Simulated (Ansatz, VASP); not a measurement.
**Cross-check of LuTlTeSe between VASP and Ansatz**

One calculation is typed for both programs; each brings its own data sets. How far apart do they land? The cell is taken from a series of runs on this material, whose earlier steps may have relaxed, scaled, displaced or heated it; both programs get it as it stands.

Calculated with Ansatz 0.2.0; plane waves, with VASP 6.6.1 beside it; relaxation of cell and atoms at PBE.

The structure was built from a prototype and need not be the compound's stable phase.

### Step 1. The starting structure

It takes space group R3m (No. 160, trigonal). Conventional cell: a = 4.258 Å, b = 4.258 Å, c = 23.748 Å, α = 90.00°, β = 90.00°, γ = 120.00°. Nearest to Tl lie 3 Te at 3.37 Å and 3 Se at 3.37 Å. Nearest to Lu lie 3 Te at 2.96 Å and 3 Se at 2.96 Å. Te has 3 Lu at 2.96 Å and 3 Tl at 3.37 Å nearest. Se has 3 Lu at 2.96 Å and 3 Tl at 3.37 Å nearest. As first built, before any earlier steps moved the atoms (in the runner's words): half of the Te replaced by Se in the R-3m structure of LuTlTe2. Farther neighbours and most contacts between anions are not listed.

### Step 2. VASP: relaxation of cell and atoms, PBE

The relaxed volume is the usual yardstick between codes: in a stiff, nearly cubic crystal its relative difference is about their pressure difference at one cell divided by the bulk modulus.

Lines of VASP's logs that name or quote its potential files are left out, and so is its time.

Input file INCAR:

```
SYSTEM = LuTlTeSe
PREC = Accurate
ENCUT = 500
EDIFF = 1E-07
NELM = 120
ISMEAR = -1
SIGMA = 0.05
LREAL = .FALSE.
ALGO = Normal
GGA = PE
NBANDS = 23
LORBIT = 11
LWAVE = .FALSE.
LCHARG = .FALSE.
ISIF = 3
IBRION = 2
NSW = 80
EDIFFG = -0.005
LASPH = .TRUE.
GGA_COMPAT = .FALSE.
NELMIN = 4
EFERMI = MIDGAP
KPAR = 2
```

Input file POSCAR:

```
LuTlTeSe
1.0
    2.1292080000      1.2292990000      7.9160070000
   -2.1292080000      1.2292990000      7.9160070000
    0.0000000000     -2.4585980000      7.9160070000
Tl Lu Te Se
1 1 1 1
Direct
    0.0000000000      0.0000000000      0.0000000000
    0.4999999789      0.4999999789      0.4999999789
    0.7639967979      0.7639967979      0.7639967979
    0.2360032021      0.2360032021      0.2360032021
```

Input file KPOINTS:

```
Automatic mesh
0
Gamma
6 6 6
0 0 0
```

Potentials, in the order of the species: Tl_d, Lu_3, Te and Se (PBE family, release 64).

Started as:

```
$ mpirun -np 2 vasp_std
```

Numbers of over 12 decimals in the logs are rounded to 6 here.

Log:

```text
[banner, memory and clock lines left out]
running    2 mpi-ranks, on    1 nodes
 distrk:  each k-point on    1 cores,    2 groups
 distr:  one band on    1 cores,    1 groups

 POSCAR found type information on POSCAR TlLuTeSe
 POSCAR found :  4 types and       4 ions
 LDA part: xc-table for (Slater+PW92), standard interpolation
 POSCAR, INCAR and KPOINTS ok, starting setup
 FFT: planning ... GRIDC
 FFT: planning ... GRID_SOFT
 FFT: planning ... GRID
 WAVECAR not read
 entering main loop
       N       E                     dE             d eps       ncg     rms          rms(c)
DAV:   1     0.172604205961E+03    0.17260E+03   -0.14825E+04  2208   0.135E+03
DAV:   2    -0.844839764524E+01   -0.18105E+03   -0.17382E+03  2472   0.424E+02
DAV:   3    -0.182979349668E+02   -0.98495E+01   -0.96871E+01  2390   0.737E+01
DAV:   4    -0.184650279058E+02   -0.16709E+00   -0.16693E+00  2077   0.809E+00
DAV:   5    -0.184708651500E+02   -0.58372E-02   -0.58358E-02  2024   0.144E+00    0.202E+01
DAV:   6    -0.178907063417E+02    0.58016E+00   -0.12073E+00  2594   0.826E+00    0.131E+01
DAV:   7    -0.178878020441E+02    0.29043E-02   -0.99880E-01  2490   0.748E+00    0.112E+00
DAV:   8    -0.178581238727E+02    0.29678E-01   -0.24299E-01  2259   0.372E+00    0.553E-01
DAV:   9    -0.178600936167E+02   -0.19697E-02   -0.20775E-02  1634   0.757E-01    0.293E-01
DAV:  10    -0.178601581276E+02   -0.64511E-04   -0.17650E-03  2575   0.308E-01    0.165E-01
DAV:  11    -0.178603618626E+02   -0.20374E-03   -0.55699E-04  1826   0.138E-01    0.768E-02
DAV:  12    -0.178603776187E+02   -0.15756E-04   -0.77531E-05  1974   0.517E-02    0.446E-02
DAV:  13    -0.178603750880E+02    0.25308E-05   -0.33507E-05  2436   0.279E-02    0.284E-02
DAV:  14    -0.178603770785E+02   -0.19905E-05   -0.63492E-06  1888   0.147E-02    0.898E-03
DAV:  15    -0.178603771705E+02   -0.92017E-07   -0.15088E-06  2423   0.963E-03    0.602E-03
DAV:  16    -0.178603769011E+02    0.26940E-06   -0.79688E-07  2205   0.693E-03    0.192E-03
DAV:  17    -0.178603769027E+02   -0.15471E-08   -0.21618E-07  1343   0.281E-03
   1 F= -.17860377E+02 E0= -.17860374E+02  d E =-.178604E+02
[... from here on, the cycles between the ionic steps are left out ...]
   2 F= -.17971680E+02 E0= -.17971678E+02  d E =-.111303E+00
   3 F= -.17999534E+02 E0= -.17999533E+02  d E =-.139157E+00
   4 F= -.18005406E+02 E0= -.18005405E+02  d E =-.587256E-02
   5 F= -.18005955E+02 E0= -.18005954E+02  d E =-.642107E-02
   6 F= -.18007382E+02 E0= -.18007381E+02  d E =-.142694E-02
   7 F= -.18008580E+02 E0= -.18008579E+02  d E =-.262471E-02
   8 F= -.18008579E+02 E0= -.18008578E+02  d E =-.262446E-02
   9 F= -.18008605E+02 E0= -.18008604E+02  d E =-.258913E-04
  10 F= -.18008607E+02 E0= -.18008606E+02  d E =-.275849E-04
  11 F= -.18008622E+02 E0= -.18008621E+02  d E =-.147440E-04
  12 F= -.18008622E+02 E0= -.18008621E+02  d E =-.147917E-04
 curvature:  -1.42 expect dE=-0.150E-04 dE for cont linesearch -0.244E-09
 trial: gam= 0.49198 g(F)=  0.759E-05 g(S)=  0.298E-05 ort =-0.698E-07 (trialstep = 0.161E+01)
 search vector abs. value=  0.174E-04
 bond charge predicted
       N       E                     dE             d eps       ncg     rms          rms(c)
DAV:   1    -0.180086052422E+02    0.16543E-04   -0.83644E-03  1696   0.749E-01    0.194E-02
DAV:   2    -0.180086358144E+02   -0.30572E-04   -0.32572E-04  2404   0.168E-01    0.650E-03
DAV:   3    -0.180086357134E+02    0.10103E-06   -0.60153E-06  2036   0.214E-02    0.432E-03
DAV:   4    -0.180086353974E+02    0.31597E-06   -0.12301E-06  2515   0.131E-02    0.128E-03
DAV:   5    -0.180086353682E+02    0.29174E-07   -0.13070E-07  1249   0.245E-03
  13 F= -.18008635E+02 E0= -.18008634E+02  d E =-.135544E-04
 trial-energy change:   -0.000014  1 .order   -0.000013   -0.000017   -0.000010
 step:   3.7092(harm=  3.7092)  dis= 0.00228  next Energy=   -18.008641 (dE=-0.195E-04)
 reached required accuracy - stopping structural energy minimisation
```

From OUTCAR (step 2):

```text
ion  position               nearest neighbor table
   1  0.000  0.000  0.000-   3 3.37   3 3.37   4 3.37   4 3.37   3 3.37   4 3.37
   2  0.500  0.500  0.500-   3 2.96   3 2.96   3 2.96   4 2.96   4 2.96   4 2.96
   3  0.764  0.764  0.764-   2 2.96   2 2.96   2 2.96   1 3.37   1 3.37   1 3.37
   4  0.236  0.236  0.236-   2 2.96   2 2.96   2 2.96   1 3.37   1 3.37   1 3.37

  LATTYP: Found a trigonal (rhomboedric) cell.
 ALAT       =     8.2890210256
 COS(alpha) =     0.8680346886

 Subroutine GETGRP returns: Found  6 space group operations
 (whereof  6 operations were pure point group operations)

The static configuration has the point symmetry C_3v.

 Found     32 irreducible k-points:

   k-points           NKPTS =     32   k-points in BZ     NKDIM =     32   number of bands    NBANDS=     23

   dimension x,y,z NGX =    60 NGY =   60 NGZ =   60
   dimension x,y,z NGXF=   120 NGYF=  120 NGZF=  120

   ENCUT  =  500.0 eV  36.75 Ry    6.06 a.u.  15.11 15.11 15.11*2*pi/ulx,y,z

   NELECT =      34.0000    total number of electrons

 k-points in reciprocal lattice and weights: Automatic mesh
   0.00000000  0.00000000  0.00000000       0.005
   0.16666667 -0.00000000  0.00000000       0.028
   0.33333333 -0.00000000  0.00000000       0.028
   0.50000000 -0.00000000  0.00000000       0.014
   0.16666667  0.16666667  0.00000000       0.028
   0.33333333  0.16666667  0.00000000       0.056
   0.50000000  0.16666667  0.00000000       0.056
  -0.33333333  0.16666667  0.00000000       0.056
  -0.16666667  0.16666667  0.00000000       0.028
[...]
-0.33333333  0.50000000  0.33333333       0.028
   0.50000000  0.50000000  0.50000000       0.005

 average (electrostatic) potential at core
       1 -85.3666       2 -31.9946       3 -89.5915       4 -53.7910

 E-fermi :   4.6664

 k-point     1 :       0.0000    0.0000    0.0000
  band No.  band energies     occupation
    ...
     13       1.6963      2.00000
     14       1.6963      2.00000
     15       2.2592      2.00000
     16       3.5884      2.00000
     17       3.5884      2.00000
     18       6.3272      0.00000
     19       6.3272      0.00000
     20       6.3839      0.00000
     21       7.2168      0.00000
     22       8.5938      0.00000
    ...

 k-point     2 :       0.1667   -0.0000    0.0000
  band No.  band energies     occupation
    ...
     13       1.3219      2.00000
     14       1.7097      2.00000
     15       2.7556      2.00000
     16       2.9995      2.00000
     17       3.2408      2.00000
     18       6.0019      0.00000
     19       6.4750      0.00000
     20       6.7983      0.00000
     21       7.2544      0.00000
     22       7.5173      0.00000
    ...

 k-point     3 :       0.3333   -0.0000    0.0000
  band No.  band energies     occupation
    ...
     13       0.7599      2.00000
     14       1.6837      2.00000
     15       1.9333      2.00000
     16       2.8085      2.00000
     17       2.8810      2.00000
     18       5.6073      0.00000
     19       6.2626      0.00000
     20       6.7847      0.00000
     21       7.2638      0.00000
     22       7.6753      0.00000
    ...

  Total        0.0002174      0.0002174      0.0126762      0.0000000      0.0000000      0.0000000
  in kB        0.0027831      0.0027831      0.1623070      0.0000000      0.0000000      0.0000000
  external PRESSURE =       0.0559578 kB  Pullay stress =       0.0000000 kB

  energy-cutoff  :      500.00
  volume of cell :      125.13
      direct lattice vectors                 reciprocal lattice vectors
     2.123899684  1.226234241  8.007654531     0.235416015  0.135917479  0.041626837
    -2.123899684  1.226234241  8.007654531    -0.235416015  0.135917479  0.041626837
     0.000000000 -2.452468482  8.007654531     0.000000000 -0.271834958  0.041626837

 POSITION                                       TOTAL-FORCE (eV/Angst)
 -----------------------------------------------------------------------------------
      0.00000      0.00000     23.98397         0.000000      0.000000      0.003584
      0.00000      0.00000     12.14853         0.000000      0.000000      0.002129
      0.00000      0.00000     18.34457        -0.000000      0.000000     -0.003314
      0.00000      0.00000      5.58034        -0.000000     -0.000000     -0.002400
 -----------------------------------------------------------------------------------
    total drift:                                0.000000      0.000001      0.000172

  FREE ENERGIE OF THE ION-ELECTRON SYSTEM (eV)
  ---------------------------------------------------
  free  energy   TOTEN  =       -18.0086353682 eV

  energy  without entropy=      -18.0086333882  energy(sigma->0) =      -18.00863438

 reached required accuracy - stopping structural energy minimisation

 total charge
# of ion       s       p       d       tot
------------------------------------------
    1        1.292   0.184   9.662  11.137
    2        0.341   6.504   0.866   7.711
    3        1.351   2.104   0.016   3.471
    4        1.445   2.426   0.013   3.884
--------------------------------------------------
tot          4.429  11.217  10.557  26.203

[... 3 further parts left out ...]
```

CONTCAR:

```
LuTlTeSe
   1.00000000000000
     2.1238996843332227    1.2262342410772691    8.0076545310592149
    -2.1238996843332227    1.2262342410772691    8.0076545310592149
     0.0000000000000000   -2.4524684821545382    8.0076545310592149
  Tl              Lu              Te              Se
     1     1     1     1
Direct
     0.9983769705058037    0.9983769705058037    0.9983769705058037
     0.5057047116388226    0.5057047116388226    0.5057047116388226
     0.7636265193839520    0.7636265193839520    0.7636265193839520
     0.2322917773714218    0.2322917773714218    0.2322917773714218
```

The data set Lu_3 holds the 4f electrons frozen in the core, so no f bands or f moments appear. The run keeps the 6 symmetry operations of its start, so it cannot find a distortion of lower symmetry.

[end of part 1 of 2]

[Lines on the potential files, build, host, timing and source positions are cut from VASP's logs without a mark.]

[Logs are printed without paths, hosts, clocks, repeated set-up lines and the standing remarks that a program may print on its own settings, such as how far it seeks lower states.]

[Hosts, paths, dates, database ids (printed as entryN), source tags and the programs' standing remarks are cut or masked in the printed files.]
